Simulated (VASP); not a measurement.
Level of theory: HSE06 screened hybrid, VASP's PBE PAW potentials (set 64) (plane waves; VASP).

Input for VASP

### POSCAR
```
C36HSi36
20.2553670
  0.2291235121  -0.3968535767   0.0000000000
  0.2291235121   0.3968535767   0.0000000000
  0.0000000000   0.0000000000   0.4999999955
Si C H
36 36 1
Direct
  0.9995428500   0.9996072324   0.0003529020
  0.9995169054   0.9996388584   0.5005333304
  0.2215107835   0.1099670515   0.7513141151
  0.1103444159   0.2215223819   0.2505849251
  0.9999020784   0.3331077023   0.9999562419
  0.9984781007   0.3324190223   0.5002491255
  0.2243375336   0.4451026427   0.7510750563
  0.1103871026   0.5551061812   0.2506081474
  0.9995972595   0.6662573129   0.0003474944
  0.9995660446   0.6662887000   0.5005290635
  0.2214940290   0.7774055444   0.7512831567
  0.1105154886   0.8883643264   0.2508533654
  0.3328193214   0.9994608243   0.0003809654
  0.3327917480   0.9995231901   0.5005569351
  0.5552786973   0.1107049396   0.7508598409
  0.4440132995   0.2214692825   0.2505773314
  0.3326319493   0.3323401636   0.0012219859
  0.3324772140   0.3319807449   0.4992332309
  0.5537364625   0.4452665392   0.7509495719
  0.4440487690   0.5551484856   0.2504544395
  0.3326908658   0.6664527421   0.0011378145
  0.3325437210   0.6666896497   0.4992586221
  0.5537484482   0.7746426155   0.7508894343
  0.4440777634   0.8887596928   0.2505601540
  0.6659592740   0.9992549422   0.9998474307
  0.6667030675   0.0006432205   0.5002106253
  0.8882958105   0.1106970925   0.7509043140
  0.7773375081   0.2218984897   0.2504293312
  0.6659471420   0.3330668995   0.9998503216
  0.6667568005   0.3324924484   0.5002114675
  0.8882947281   0.4437437183   0.7509120698
  0.7774596379   0.5551506185   0.2504374320
  0.6667735625   0.6665849461   0.0009405025
  0.6671180287   0.6668099473   0.4992375747
  0.8889731119   0.7775293638   0.7511811873
  0.7774761040   0.8888258501   0.2504470985
  0.9995778826   0.9995403549   0.8128312382
  0.9994903152   0.9995881975   0.3130100675
  0.2216393287   0.1104693382   0.5618134025
  0.1103345566   0.2216300215   0.0618426124
  0.9997647145   0.3329464176   0.8124093090
  0.9995478512   0.3329165358   0.3125712600
  0.2215440224   0.4438333036   0.5602224844
  0.1103245305   0.5549625078   0.0618556512
  0.9995610504   0.6661248615   0.8128353991
  0.9994678851   0.6662143008   0.3129869160
  0.2217320254   0.7773393798   0.5617965199
  0.1105715564   0.8884369025   0.0617028261
  0.3328940552   0.9993999199   0.8128667103
  0.3327968581   0.9994922251   0.3130296173
  0.5551047296   0.1108005352   0.5614559308
  0.4441145580   0.2215219080   0.0618574972
  0.3316264046   0.3302589383   0.8147253957
  0.3327990819   0.3326111192   0.3121701105
  0.5552058549   0.4439154310   0.5602317263
  0.4440344342   0.5550579502   0.0615780179
  0.3316372254   0.6672174237   0.8146390485
  0.3327850542   0.6663430226   0.3121788620
  0.5553444109   0.7777665017   0.5602726432
  0.4441316714   0.8887560031   0.0618382168
  0.6659760723   0.9991630640   0.8123150702
  0.6662631197   0.9997533258   0.3124898046
  0.8884221505   0.1108103952   0.5615313886
  0.7772451309   0.2218640383   0.0607184094
  0.6659770711   0.3329705524   0.8123443536
  0.6661840150   0.3329657650   0.3125049288
  0.8883823409   0.4439458394   0.5615319129
  0.7774729747   0.5549361512   0.0616753951
  0.6685932551   0.6674118055   0.8144611856
  0.6664262182   0.6664523603   0.3121609522
  0.8885495196   0.7774295095   0.5617568354
  0.7774730545   0.8889383229   0.0617014042
  0.4426143934   0.5533684079   0.6716112920
```

**INCAR**
```
SYSTEM = C36HSi36
PREC = Normal
ENCUT = 400
EDIFF = 1E-5
NELM = 50
ALGO = Normal
LREAL = Auto
LASPH = .TRUE.
ISMEAR = 0
SIGMA = 0.05
GGA = PE
LWAVE = .FALSE.
LCHARG = .FALSE.
NELMIN = 4
ISYM = 0
ISPIN = 2
NUPDOWN = 1
MAGMOM = 73*0.0137
LORBIT = 10
HFSCREEN = 0.2
AEXX = 0.25
LHFCALC = .TRUE.
PRECFOCK = Fast
ISIF = 0
```

File KPOINTS:
```
K-points
0
Gamma
 1 1 1
0 0 0
```

POTCAR, in this order: Si C H (PBE.64 set). Program: vasp_gam. Read from the step before: WAVECAR.

Output

**OSZICAR**
```
       N       E                     dE             d eps       ncg     rms          rms(c)
DAV:   1    -0.621882029733E+03   -0.62188E+03   -0.11277E+01   728   0.784E+00    0.158E+01
DAV:   2    -0.621966248441E+03   -0.84219E-01   -0.31481E-01   780   0.120E+00    0.114E+01
DAV:   3    -0.621948978528E+03    0.17270E-01   -0.17540E-02   796   0.279E-01    0.673E+00
DAV:   4    -0.621942529738E+03    0.64488E-02   -0.47651E-03   824   0.135E-01    0.387E+00
DAV:   5    -0.621940481266E+03    0.20485E-02   -0.11990E-03   810   0.692E-02    0.221E+00
DAV:   6    -0.621939807510E+03    0.67376E-03   -0.28497E-04   818   0.377E-02    0.126E+00
DAV:   7    -0.621939587585E+03    0.21992E-03   -0.85782E-05   788   0.225E-02    0.717E-01
DAV:   8    -0.621939519784E+03    0.67801E-04   -0.22729E-05   476   0.126E-02    0.415E-01
DAV:   9    -0.621939499631E+03    0.20154E-04   -0.10914E-05   452   0.938E-03    0.235E-01
DAV:  10    -0.621939494777E+03    0.48535E-05   -0.30246E-06   436   0.491E-03
   1 F= -.62193949E+03 E0= -.62193949E+03  d E =-.138567E-15  mag=     1.0000
```

### OUTCAR
```
------------------------ aborting loop because EDIFF is reached ----------------------------------------
  volume of cell :      755.65
      direct lattice vectors                 reciprocal lattice vectors
     4.640980826 -8.038414841  0.000000000     0.107735847 -0.062201318  0.000000000
     4.640980826  8.038414841  0.000000000     0.107735847  0.062201318  0.000000000
     0.000000000  0.000000000 10.127683410     0.000000000  0.000000000  0.098739263
  FREE ENERGIE OF THE ION-ELECTRON SYSTEM (eV)
  ---------------------------------------------------
  free  energy   TOTEN  =      -621.9394947770 eV

  energy  without entropy=     -621.9394947770  energy(sigma->0) =     -621.93949478

  exchange ACFDT corr.  =         0.00000000  see jH, gK, PRB 81, 115126

 total charge

# of ion       s       p       d       tot
------------------------------------------
    1        0.704   0.981   0.000   1.685
    2        0.704   0.981   0.000   1.685
    3        0.708   0.980   0.000   1.688
    4        0.707   0.979   0.000   1.686
    5        0.704   0.980   0.000   1.684
    6        0.707   0.981   0.000   1.688
    7        0.703   0.967   0.000   1.671
    8        0.707   0.979   0.000   1.686
    9        0.704   0.981   0.000   1.685
   10        0.704   0.981   0.000   1.685
   11        0.708   0.980   0.000   1.688
   12        0.707   0.977   0.000   1.684
   13        0.704   0.981   0.000   1.685
   14        0.704   0.981   0.000   1.685
   15        0.706   0.977   0.000   1.684
   16        0.707   0.979   0.000   1.686
   17        0.704   0.983   0.000   1.688
   18        0.706   0.982   0.000   1.688
   19        0.703   0.967   0.000   1.671
   20        0.707   0.978   0.000   1.685
   21        0.704   0.983   0.000   1.687
   22        0.706   0.981   0.000   1.687
   23        0.704   0.967   0.000   1.671
   24        0.707   0.979   0.000   1.686
   25        0.704   0.981   0.000   1.685
   26        0.707   0.981   0.000   1.688
   27        0.706   0.977   0.000   1.684
   28        0.707   0.975   0.000   1.683
   29        0.704   0.981   0.000   1.685
   30        0.707   0.981   0.000   1.688
   31        0.706   0.977   0.000   1.684
   32        0.707   0.979   0.000   1.686
   33        0.704   0.983   0.000   1.687
   34        0.706   0.981   0.000   1.687
   35        0.708   0.980   0.000   1.687
   36        0.707   0.979   0.000   1.686
   37        0.826   1.727   0.000   2.553
   38        0.826   1.725   0.000   2.551
   39        0.827   1.722   0.000   2.549
   40        0.827   1.725   0.000   2.552
   41        0.827   1.720   0.000   2.547
   42        0.826   1.725   0.000   2.551
   43        0.830   1.708   0.000   2.538
   44        0.827   1.725   0.000   2.552
   45        0.826   1.727   0.000   2.554
   46        0.826   1.726   0.000   2.551
   47        0.827   1.722   0.000   2.549
   48        0.827   1.722   0.000   2.549
   49        0.826   1.727   0.000   2.553
   50        0.826   1.725   0.000   2.551
   51        0.827   1.724   0.000   2.551
   52        0.827   1.725   0.000   2.552
   53        0.830   1.724   0.000   2.553
   54        0.826   1.727   0.000   2.553
   55        0.830   1.709   0.000   2.538
   56        0.827   1.722   0.000   2.549
   57        0.830   1.724   0.000   2.553
   58        0.826   1.727   0.000   2.553
   59        0.830   1.710   0.000   2.539
   60        0.827   1.725   0.000   2.552
   61        0.827   1.720   0.000   2.547
   62        0.826   1.725   0.000   2.551
   63        0.827   1.724   0.000   2.552
   64        0.827   1.718   0.000   2.545
   65        0.827   1.720   0.000   2.547
   66        0.826   1.724   0.000   2.551
   67        0.827   1.724   0.000   2.552
   68        0.827   1.724   0.000   2.552
   69        0.829   1.724   0.000   2.554
   70        0.826   1.727   0.000   2.553
   71        0.827   1.722   0.000   2.549
   72        0.827   1.725   0.000   2.552
   73        0.470   0.018   0.000   0.488
--------------------------------------------------
tot         55.652  97.280   0.000 152.932

 magnetization (x)

# of ion       s       p       d       tot
------------------------------------------
    1        0.000  -0.000   0.000   0.000
    2        0.000   0.000   0.000   0.000
    3        0.003   0.002   0.000   0.004
    4       -0.000   0.000   0.000   0.000
    5       -0.000   0.000   0.000  -0.000
    6        0.005   0.009   0.000   0.015
    7        0.004  -0.005   0.000  -0.000
    8       -0.000   0.000   0.000   0.000
    9        0.000  -0.000   0.000   0.000
   10        0.000   0.000   0.000   0.000
   11        0.003   0.002   0.000   0.004
   12        0.000  -0.000   0.000  -0.000
...
```
(Selected blocks of OUTCAR.)

The supercell is sampled at Γ alone, which is coarse: total energies, pressure and levels can be off, energies of defects by several tenths of an eV.

The cell is a supercell with a defect, built from SiC (4h): H_i. The cell's shape comes from a PBE relaxation.
